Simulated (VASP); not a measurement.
Y3F and the effect of the functional

```cif
data_structure
_symmetry_space_group_name_H-M 'P 1'
_symmetry_Int_Tables_number 1
_cell_length_a 6.2667
_cell_length_b 6.2667
_cell_length_c 3.3620
_cell_angle_alpha 90.000
_cell_angle_beta 90.000
_cell_angle_gamma 120.000
_cell_volume 114.34
loop_
_atom_site_label
_atom_site_type_symbol
_atom_site_fract_x
_atom_site_fract_y
_atom_site_fract_z
_atom_site_occupancy
Y1 Y 0.50000 0.00000 0.00000 1
Y2 Y 0.00000 0.50000 0.00000 1
Y3 Y 0.50000 0.50000 0.00000 1
F1 F 0.00000 0.00000 0.00000 1
```

The cell comes from a database or a generator and needn't be the stable form of this composition.

Kept alike: task band structure; k mesh 4 × 4 × 6; occupations fermi-dirac, width 0.05 eV; no spin polarisation. Program: VASP, PAW files F, Y_sv, 520 eV. The mesh is that of the run's cell of 4 atoms. No spin-orbit coupling.

| functional | pressure (GPa) |
| --- | --- |
| AM05 | -1.70 |
| BLYP | 1.16 |
| LDA | -3.77 |
| PBE | -0.22 |
| PBEsol | -2.13 |
| PW91 | -0.47 |
| RPBE | 1.31 |
| SCAN | -0.72 |
| TPSS | -0.97 |
| r2SCAN | -0.54 |
| revPBE | 0.90 |

Pressure is positive in compression; the values hold the error of the finite cutoff, so their zero can differ a little from the energy's minimum. For a metal such a mesh leaves the last digits unconverged. Runs of this series that gave no sound value for these columns are left out. Potentials were made for PBE (AM05, BLYP, PBE, PBEsol, PW91, RPBE, SCAN, TPSS, r2SCAN, revPBE); LDA (LDA).

**Question.** What does the functional change here?

**Answer.** The pressure runs from -3.77 (LDA) to 1.31 GPa (RPBE). From PBE: AM05 -1.48; BLYP +1.38; LDA -3.55; PBEsol -1.91; PW91 -0.25; RPBE +1.53; SCAN -0.50; TPSS -0.75; r2SCAN -0.32; revPBE +1.12. A positive pressure means that the functional's own cell is larger than the one given, a negative one that it is smaller.
